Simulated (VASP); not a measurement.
```
Li2O
1.0
    0.00000     2.35716     2.35716
    2.35716     0.00000     2.35716
    2.35716     2.35716     0.00000
Li O
2 1
Cartesian
  1.17858   1.17858   1.17858
  3.53574   3.53574   3.53574
  2.35716   2.35716   0.00000
```

These are PBE GGA, VASP's PBE PAW potentials (set 64) (plane waves; VASP) values and carry that method's errors. Settings: 520 eV cut-off, 10×10×10 Γ-centred mesh, Gaussian smearing of 0.050 eV, potentials Li_sv O.

Problem. Give the stress tensor in GPa (positive for a compressed cell).

Solution. 
```
-4.13   0.00   0.00
 0.00  -4.13   0.00
 0.00   0.00  -4.13
```
The pressure is its mean diagonal, -4.13 GPa.

The compound is Li2O in the antifluorite structure. This cell is one point of a volume scan, at 1.06 of the reference volume.
